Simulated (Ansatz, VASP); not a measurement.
# Two plane-wave programs on CaMg

```
Ca Mg
1.0
     3.85827    0.00000    0.00000
     0.00000    3.85827    0.00000
     0.00000    0.00000    3.85827
Ca Mg
1 1
Direct
  0.00000 0.00000 0.00000
  0.50000 0.50000 0.50000
```

The cell comes from a database or a generator and needn't be the stable form of this composition.

Alike in both runs: task single point; functional LDA; k mesh 14 × 14 × 14; occupations gaussian, width 0.15 eV; no spin polarisation.

|  | VASP | Ansatz |
| --- | --- | --- |
| version | VASP 6.6.1 | Ansatz 0.2.0 |
| potentials or method | VASP PAW LDA potentials, release 64 (Ca_sv, Mg) | scalar-relativistic, plane waves, PAW |
| plane-wave cutoff (eV) | 520 | 520 |
| valence electrons in the cell | 12 | 20 |

|  | VASP | Ansatz | Ansatz less VASP |
| --- | --- | --- | --- |
| gap on the k mesh at the Fermi level (eV) | none | none | - |
| pressure (GPa) | -0.1 | 0.0 | +0.13 |

A gap of «none» marks a metal or a gap that the smearing closes. The two sets of potentials don't hold the same shells in valence.
